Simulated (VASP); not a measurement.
The input files of a VASP run:

INCAR:
```
# general
SYSTEM  = Ni3Fe
PREC    = Accurate
ENCUT   = 480
LREAL   = .FALSE.
LASPH   = .TRUE.

# electronic loop
EDIFF   = 1E-7
NELM    = 100
ALGO    = Normal
LMAXMIX = 4   # l cut-off of mixed one-centre charges

# smearing
ISMEAR  = 1
SIGMA   = 0.1

# functional
GGA     = PS   # PBEsol

# spin
ISPIN   = 2   # spin-polarised
MAGMOM  = 2.8 3*0.6

# ions
ISIF    = 2

# output
LWAVE   = .FALSE.
LCHARG  = .FALSE.
LORBIT  = 10
```

**KPOINTS**
```
Automatic mesh
0
Gamma
8 8 8
0 0 0
```

POSCAR:
```
Ni3Fe
6.9683540
  0.4999999731   0.0000000000   0.0000000000
  0.0000000000   0.4999999731   0.0000000000
  0.0000000000   0.0000000000   0.4999999731
Fe Ni
1 3
Cart
  0.0000000000   0.0000000000   0.0000000000
  0.0000000000   0.2499999865   0.2499999865
  0.2499999865   0.0000000000   0.2499999865
  0.2499999865   0.2499999865   0.0000000000
```

POTCAR, in this order: Fe Ni (PBE.64 set). Program: vasp_std.

Problem. Translate this PBEsol calculation to Quantum ESPRESSO's pw.x.

Solution. One equivalent input (not run):
```
&CONTROL
  calculation = 'scf'
  pseudo_dir = './pseudo'
  outdir = './out'
  tprnfor = .true.
  tstress = .true.
/
&SYSTEM
  ibrav = 0
  nat = 4
  ntyp = 2
  ecutwfc = 98
  occupations = 'smearing'
  smearing = 'methfessel-paxton'
  degauss = 0.00735
  input_dft = 'pbesol'
  nspin = 2
  starting_magnetization(1) = 0.28
  starting_magnetization(2) = 0.06
/
&ELECTRONS
  conv_thr = 7.3e-09
  electron_maxstep = 100
/
ATOMIC_SPECIES
  Fe 55.845 Fe.upf
  Ni 58.693 Ni.upf
CELL_PARAMETERS angstrom
     3.4841768   -0.0000000    0.0000000
    -0.0000000    3.4841768   -0.0000000
     0.0000000    0.0000000    3.4841768
ATOMIC_POSITIONS crystal
  Fe   0.0000000  0.0000000  0.0000000
  Ni   0.0000000  0.5000000  0.5000000
  Ni   0.5000000  0.0000000  0.5000000
  Ni   0.5000000  0.5000000  0.0000000
K_POINTS automatic
  8 8 8 0 0 0
```
What does not carry over: the potentials are each code's own (VASP's PAW set, PseudoDojo norm-conserving files in pw.x), so ENCUT and ecutwfc are chosen apart and not converted; conv_thr bounds pw.x's estimated SCF error, while EDIFF bounds the energy change between steps; starting_magnetization is a fraction of the valence charge and MAGMOM a moment in μB, so they match only roughly.

The compound is Ni3Fe in the L1_2 structure. It was relaxed first, which changed the volume by -5 %.
